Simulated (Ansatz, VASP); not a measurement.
## PtS2 in two plane-wave programs

One calculation is typed for both programs; each brings its own data sets. How far apart do they land? Of the first pair: The structure shown is the end of the Ansatz relaxation below.

Method: plane waves, with VASP 6.6.1 beside it; single point at PBE with D3(BJ), in Ansatz 0.2.0.

## 1. Set-up

The cell holds 18 atoms: 6 Pt and 12 S. Cell: a = 3.575 Å, b = 3.575 Å, c = 79.000 Å, α = 90.0°, β = 90.0°, γ = 120.0°. Vacuum lies along c.

## 2. Ansatz: relaxation, PBE with D3(BJ)

Ansatz runs on its PAW soft_1 files.

This run makes the geometry at which the two programs are then compared.

Contents of input.yaml:

```yaml
crystal:
  lattice:
    - [3.5754083734, 0.0, 0.0]
    - [-1.7877041867, 3.0963944802, 0.0]
    - [0.0, 0.0, 79.0000416]
  atoms:
    - { symbol: Pt, position: [0.0, 0.0, 0.1275969069] }
    - { symbol: S, position: [0.3333333333, 0.6666666667, 0.1428015369] }
    - { symbol: S, position: [0.6666666667, 0.3333333333, 0.1119844896] }
    - { symbol: Pt, position: [0.0, 0.0, 0.1870737042] }
    - { symbol: S, position: [0.3333333333, 0.6666666667, 0.2023916573] }
    - { symbol: S, position: [0.6666666667, 0.3333333333, 0.1717365891] }
    - { symbol: Pt, position: [0.0, 0.0, 0.246290371] }
    - { symbol: S, position: [0.3333333333, 0.6666666667, 0.2616138771] }
    - { symbol: S, position: [0.6666666667, 0.3333333333, 0.2309687517] }
    - { symbol: Pt, position: [0.0, 0.0, 0.3056080725] }
    - { symbol: S, position: [0.3333333333, 0.6666666667, 0.3209296919] }
    - { symbol: S, position: [0.6666666667, 0.3333333333, 0.2902845665] }
    - { symbol: Pt, position: [0.0, 0.0, 0.3648247394] }
    - { symbol: S, position: [0.3333333333, 0.6666666667, 0.3801618545] }
    - { symbol: S, position: [0.6666666667, 0.3333333333, 0.3495067862] }
    - { symbol: Pt, position: [0.0, 0.0, 0.4243015367] }
    - { symbol: S, position: [0.3333333333, 0.6666666667, 0.439913954] }
    - { symbol: S, position: [0.6666666667, 0.3333333333, 0.4090969066] }
  periodic: [true, true, false]
kpoints:
  mp_grid: { grid: [9, 9, 1] }
hamiltonian:
  xc: pbe
  dispersion: d3bj
  pseudopotentials: { kind: paw, azcp: { folder: soft_1 } }
scf:
  occupations: { method: fixed }
output:
  forces: true
  stress: true
  eigenvalues: true
relax:
  adjacent_minimum: "off"
  f_tol: 0.001
  max_steps: 60
  cell: { stress_2d_tol: 0.002 }
```

On the command line:

```console
$ ansatz run input.yaml --threads 8 --pin off --max-ram 20480MiB --backend cpu --events-out ev --progress --plain --runs-dir out
```

Numbers of over 12 decimals in the logs are rounded to 6 here.

Output:

```text
Engine: ansatz 0.2.0, x86_64-unknown-linux-gnu
Pseudopotentials: kind: paw
Pseudopotential: Pt, paw, valence charge 18, recommended cutoff 420 eV (normal), soft_1/Pt.paw.azcp
Pseudopotential: S, paw, valence charge 6, recommended cutoff 420 eV (normal), soft_1/S.paw.azcp
Functional definition: PBE
  parameter kappa = 0.804
  parameter beta = 0.066725
  exchange = pbe_x(kappa = kappa, mu = beta*pi^2/3)
  correlation = pbe_c(beta = beta)
Crystal: 18 atoms, lattice volume = 874.600 Å³
Basis set: ecut = 420 eV, 16831 PW (Γ), exchange–correlation on 48×48×1080 points (8 copies of the dense FFT grid, shifted against one another)
Bands: 108, of which v1, the nominal top of the filled ones, is band 90 counted from 1 (89 counted from 0)
Symmetry: 12 space group operations
Space group: P-3m1 (ITA 164), of the structure as read, at distance tolerance 9.6e-5 Å
k-points: 12 of 81
Non-local potential: Pt, projectors of the file, l = 0: 3, l = 1: 2, l = 2: 2, l = 3: 1
Non-local potential: S, projectors of the file, l = 0: 2, l = 1: 2, l = 2: 1
PAW form: soft (Blöchl's): semilocal exchange-correlation on the pseudo side does not see the compensation charge
PAW one-centre angular grid: Pt, 590 points (default); XC on 64 Gauss nodes
PAW one-centre angular grid: S, 110 points (default); XC on 64 Gauss nodes
Initial density: superposition of atomic densities (neutral atoms: chi_scale 0, normalization atom)
Initial wavefunctions: pseudopotential atomic-orbital guess
Functional: x = pbe(κ = 0.804, μ = 0.219515), c = pbe(β = 0.066725)
SCF iter   1: F=—  HF=-85994.127837 eV  |F-HF|=—  |Δ(HF+E_count)|=         —  Δρ=6.17e-2  dr2=4.08e1  ethr=3.10e-3  ⟨swp⟩=7.5  Hψ=6829  notcnv=0  defer=168
preconditioner: auto → Resta (q_TF=auto, 2.096 Å⁻¹)  ε∞=3.7  [insulator: Δε(μ)=1.124 eV  Ē_g=8.755 eV  n_scr=130 (ndim 8)  ℏωp=14.4 eV  f_vac=0.630  ε∞_Penn≈3.7  vacuum switching on, ρ_ref=5.6e-3 e/Å³]
SCF iter   2: F=—  HF=-85988.271084 eV  |F-HF|=—  |Δ(HF+E_count)|=    5.86e0  Δρ=2.70e-2  dr2=9.50e0  ethr=3.10e-3  ⟨swp⟩=4.4  Hψ=3880  notcnv=0  defer=178
SCF iter   3: F=—  HF=-85986.513909 eV  |F-HF|=—  |Δ(HF+E_count)|=    1.76e0  Δρ=1.21e-2  dr2=4.36e-1  ethr=3.10e-3  ⟨swp⟩=3.8  Hψ=2945  notcnv=0  defer=176
SCF iter   4: F=—  HF=-85986.589913 eV  |F-HF|=—  |Δ(HF+E_count)|=   7.60e-2  Δρ=3.39e-3  dr2=1.10e0  ethr=2.42e-4  ⟨swp⟩=5.1  Hψ=2665  notcnv=0  defer=192
SCF iter   5: F=—  HF=-85986.519260 eV  |F-HF|=—  |Δ(HF+E_count)|=   7.07e-2  Δρ=1.51e-3  dr2=4.61e-2  ethr=2.42e-4  ⟨swp⟩=3.3  Hψ=1637  notcnv=0  defer=189
SCF iter   6: F=—  HF=-85986.520670 eV  |F-HF|=—  |Δ(HF+E_count)|=   1.41e-3  Δρ=7.99e-4  dr2=4.25e-2  ethr=2.56e-5  ⟨swp⟩=4.9  Hψ=2390  notcnv=0  defer=192
SCF iter   7: F=—  HF=-85986.518055 eV  |F-HF|=—  |Δ(HF+E_count)|=   2.62e-3  Δρ=3.13e-4  dr2=2.98e-3  ethr=2.36e-5  ⟨swp⟩=4.3  Hψ=1668  notcnv=0  defer=192
SCF iter   8: F=—  HF=-85986.518343 eV  |F-HF|=—  |Δ(HF+E_count)|=   2.88e-4  Δρ=2.39e-4  dr2=1.13e-3  ethr=1.66e-6  ⟨swp⟩=3.1  Hψ=2488  notcnv=0  defer=192
SCF iter   9: F=—  HF=-85986.518240 eV  |F-HF|=—  |Δ(HF+E_count)|=   1.03e-4  Δρ=8.38e-5  dr2=3.21e-4  ethr=6.30e-7  ⟨swp⟩=2.9  Hψ=2215  notcnv=0  defer=192
SCF iter  10: F=—  HF=-85986.518240 eV  |F-HF|=—  |Δ(HF+E_count)|=   8.21e-7  Δρ=2.93e-5  dr2=1.21e-5  ethr=1.79e-7  ⟨swp⟩=2.9  Hψ=2149  notcnv=0  defer=190
SCF iter  11: F=—  HF=-85986.518685 eV  |F-HF|=—  |Δ(HF+E_count)|=   4.45e-4  Δρ=1.30e-5  dr2=2.90e-6  ethr=6.70e-9  ⟨swp⟩=3.2  Hψ=2736  notcnv=0  defer=192
SCF iter  12: F=—  HF=-85986.518685 eV  |F-HF|=—  |Δ(HF+E_count)|=   4.67e-7  Δρ=7.24e-6  dr2=9.93e-7  ethr=1.61e-9  ⟨swp⟩=3.1  Hψ=2422  notcnv=0  defer=192
SCF iter  13: F=-85986.518685 eV  HF=-85986.518685 eV  |F-HF|=1.97e-8  |Δ(HF+E_count)|=   2.98e-8  Δρ=1.72e-6  dr2=5.57e-8  ethr=5.56e-11  ⟨swp⟩=27.9  Hψ=13119  notcnv=0
SCF 1 converged in 13 iterations: F = -85986.518685 eV  dr2 = 5.57e-8
  greatest PAW one-centre occupation: 1.000 electrons in one spin orbital (limit 2), on the Pt atom at site 9 (counted from 0), in its partial waves of l = 0
relax step   1: F+E_penalty+E_count = -85986.51868529 eV  Δ(F+E_penalty+E_count) = +0.000e0 eV  max|allowed force component| = 2.059e-4 eV/Å  Δτ_max = 0.0000 Å  P = -0.009 N/m  Ω = 874.600 Å³  fix = [c, alpha, beta]  reactions: c -0.000 N/m  (13 SCF iters, dr2 threshold 1.00e-7 eV, accepted)
Crystal: 18 atoms, lattice volume = 874.580 Å³
Initial density: handed on by an earlier stage of this run
Initial wavefunctions: those handed on with the density
iter 1 solved again at ethr=2.41e-10 eV; its pass at ethr=3.10e-3 eV (dr2=4.33e-7 eV) is discarded
SCF iter   1: F=—  HF=-85986.518870 eV  |F-HF|=—  |Δ(HF+E_count)|=         —  Δρ=1.15e-5  dr2=4.35e-7  ethr=2.41e-10  ⟨swp⟩=3.5  Hψ=5447  notcnv=0
[...]
SCF converged after 13 iterations
Free energy (F): -85986.518685 eV
Harris-Foulkes:  -85986.518685 eV  (|F-HF|=2.33e-10)
Internal energy: -85986.518685 eV  (E = F + TS)
E sigma→0 (E₀):  -85986.518685 eV
Fermi energy:    -5.171417 eV
--- Per-component energies (eV) ---
  E_band       = -4873.267972
  E_kinetic    = 4839.014103
  E_local      = -2783854.507923  (includes V_loc(G=0)·N_el)
  E_nonlocal   = 1632.348114
  E_hartree    = 1388574.485588
  E_xc         = -2459.726369
  E_vxc        = -2620.026844  (∫ρ·V_xc dr)
  E_paw        = -64202.780005  (= ΣΔE_a)
  E_vpaw       = -2019.073079  (= ΣTr[D̂ρ^β])
  E_aug_tail   = 0.006622  (compensation charges beyond the density's cutoff)
  E_ewald      = 1369492.172513
  E_disp       = -7.531327  (pairwise vdW)
  E_smearing   = -0.000000  (= −TS)
  E_closure    = -0.000000  (closes the sum)
  Σ components = -85986.518685   (vs F -85986.518685, Δ=0.00e0)
--- Forces (eV/Å), atoms counted from 1 ---
  atom   1  Pt     0.00000000    -0.00000000    -0.00000159
  atom   2  S     -0.00000000    -0.00000000    -0.00000923
  atom   3  S      0.00000000     0.00000000     0.00000581
  atom   4  Pt     0.00000000    -0.00000000    -0.00001106
  atom   5  S     -0.00000000    -0.00000000    -0.00000466
  atom   6  S      0.00000000     0.00000000     0.00000712
  atom   7  Pt     0.00000000     0.00000000     0.00000023
  atom   8  S     -0.00000000    -0.00000000    -0.00001111
  atom   9  S      0.00000000     0.00000000     0.00001117
  atom  10  Pt    -0.00000000    -0.00000000    -0.00000023
  atom  11  S     -0.00000000    -0.00000000    -0.00001117
  atom  12  S      0.00000000     0.00000000     0.00001111
  atom  13  Pt    -0.00000000     0.00000000     0.00001106
  atom  14  S     -0.00000000    -0.00000000    -0.00000712
  atom  15  S      0.00000000     0.00000000     0.00000466
  atom  16  Pt     0.00000000     0.00000000     0.00000159
  atom  17  S     -0.00000000    -0.00000000    -0.00000581
  atom  18  S      0.00000000     0.00000000     0.00000923
  max |Σ_I F_I| component: 1.42e-17 eV/Å
--- 2D stress c σ (N/m, compression-positive) ---
       -0.000109      -0.000000       0.000000
       -0.000000      -0.000109      -0.000000
        0.000000      -0.000000      -0.000000
  P = ½ c Tr σ = -0.0001 N/m
--- Band table (eV; the first three rows and the last of 12) ---
  k-point 0: bands = [... 86 lower, -6.2639, -5.8922, -5.4873, -5.1714, -3.8343, -3.8343, -3.6550, -3.6550, ... 14 higher]
  k-point 1: bands = [... 86 lower, -5.7034, -5.6563, -5.5086, -5.3448, -4.1524, -4.0772, -4.0166, -3.9027, ... 14 higher]
  k-point 2: bands = [... 86 lower, -6.4147, -6.1372, -5.8249, -5.5284, -4.6219, -4.5705, -4.3853, -4.3490, ... 14 higher]
  k-point 11: bands = [... 86 lower, -7.0666, -7.0666, -6.9659, -6.9659, -4.8344, -4.8344, -4.6004, -4.6004, ... 14 higher]
  ° read free of the cell's end (the report's vacuum.weakly_bound_levels)
--- Relaxed structure (3 steps of the walk, 3 accepted, 1 SCFs on fresh bases) ---
  F+E_penalty+E_count = -85986.51868505 eV   max|allowed force component| = 1.117e-5 eV/Å   (the final SCF, on the basis selected at the relaxed cell)
  cell:  # Å, volume = 874.5863 Å³
    - [3.575381, 0.0, 0]
    - [-1.787691, 3.096371, 0]
    - [0, 0, 79.0000416]
  atoms:
    - { symbol: Pt, position: [0, 0, 0.127599] }
    - { symbol: S, position: [0.333333, 0.666667, 0.142803] }
    - { symbol: S, position: [0.666667, 0.333333, 0.111986] }
    - { symbol: Pt, position: [0, 0, 0.187074] }
    - { symbol: S, position: [0.333333, 0.666667, 0.202392] }
    - { symbol: S, position: [0.666667, 0.333333, 0.171737] }
    - { symbol: Pt, position: [0, 0, 0.246290] }
    - { symbol: S, position: [0.333333, 0.666667, 0.261614] }
    - { symbol: S, position: [0.666667, 0.333333, 0.230969] }
    - { symbol: Pt, position: [0, 0, 0.305608] }
    - { symbol: S, position: [0.333333, 0.666667, 0.320930] }
    - { symbol: S, position: [0.666667, 0.333333, 0.290285] }
    - { symbol: Pt, position: [0, 0, 0.364824] }
    - { symbol: S, position: [0.333333, 0.666667, 0.380161] }
    - { symbol: S, position: [0.666667, 0.333333, 0.349506] }
    - { symbol: Pt, position: [0, 0, 0.424300] }
    - { symbol: S, position: [0.333333, 0.666667, 0.439912] }
    - { symbol: S, position: [0.666667, 0.333333, 0.409095] }
```

(Part 1 of 3 ends here.)

[Lines on the potential files, build, host, timing and source positions are cut from VASP's logs without a mark.]

[Logs are printed without paths, hosts, clocks, repeated set-up lines and the standing remarks that a program may print on its own settings, such as how far it seeks lower states.]

[Hosts, paths, dates, database ids (printed as entryN), source tags and the programs' standing remarks are cut or masked in the printed files.]
